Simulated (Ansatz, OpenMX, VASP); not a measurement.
**One calculation of Zn, 3 ways**

```
Zn
1.0
     2.66480    0.00000    0.00000
    -1.33240    2.30778    0.00000
     0.00000    0.00000   27.36675
Zn
6
Cartesian
  1.3324 0.7693 7.5000
  0.0000 1.5385 9.9733
  1.3324 0.7693 12.4467
  0.0000 1.5385 14.9201
  1.3324 0.7693 17.3934
  0.0000 1.5385 19.8667
```

Alike in all runs: task single point; functional PBE; k mesh 11 × 11 × 1; occupations fermi-dirac, width 0.05 eV; no spin polarisation; no spin-orbit coupling.

```tsv
program and potentials	plane-wave cutoff (eV)	notes	largest force (eV/Å)
Ansatz, Ansatz PAW	420	12 valence electrons an atom on average	?
OpenMX, OpenMX 2013 PBE set, Zn6.0H-s3p2d2, grid cutoff 500 Ry	-	atomic basis; 20 valence electrons an atom on average	0.099
VASP, PBE PAW files Zn, 520 eV	520	12 valence electrons an atom on average	0.102
```

**Question.** Estimate from the other rows what the run with Ansatz, Ansatz PAW gave.

**Answer.** Largest force 0.101 eV/Å. The other rows, which needn't bracket it: largest force 0.099 to 0.102.
